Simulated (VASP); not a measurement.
Input:

```
CELL_PARAMETERS angstrom
      0.00000     3.22145     3.22145
      3.22145     0.00000     3.22145
      3.22145     3.22145     0.00000
ATOMIC_POSITIONS crystal
  Hg 0.00000 0.00000 0.00000
  Te 0.25000 0.25000 0.25000
```

Level of theory: r2SCAN meta-GGA, VASP's PBE PAW potentials (set 64) (plane waves; VASP 6.6.1). Settings: 520 eV cut-off, 10×10×10 Γ-centred mesh, first-order Methfessel-Paxton smearing of 0.10 eV, potentials Hg Te.

Question: Give the stress tensor in GPa (positive for a compressed cell).

Answer: 
```
2.87  0.00  0.00
0.00  2.87  0.00
0.00  0.00  2.87
```
The pressure is its mean diagonal, 2.87 GPa.

The compound is HgTe in the zinc blende structure. This cell is one point of a volume scan, at 0.94 of the reference volume.
